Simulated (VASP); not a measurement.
Data:

```
MgB2
1.0
    1.57590    -2.72954     0.00000
    1.57590     2.72954     0.00000
    0.00000     0.00000     3.59040
Mg B
1 2
Direct
  0.00000   0.00000   0.00000
  0.33333   0.66667   0.50000
  0.66667   0.33333   0.50000
```

Level of theory: PBE GGA, VASP's PBE PAW potentials (set 64) (plane waves; VASP 6.6.1). Numerical set-up: 520 eV cut-off, 10×10×8 Γ-centred mesh, first-order Methfessel-Paxton smearing of 0.10 eV, potentials Mg B.

Problem. Give the stress tensor in GPa (positive for a compressed cell).

Solution. 
```
-10.60    0.00    0.00
  0.00  -10.60    0.00
  0.00    0.00   -7.17
```
The pressure is its mean diagonal, -9.45 GPa.

The compound is MgB2 in the AlB2 type structure. The cell was not relaxed at this level.
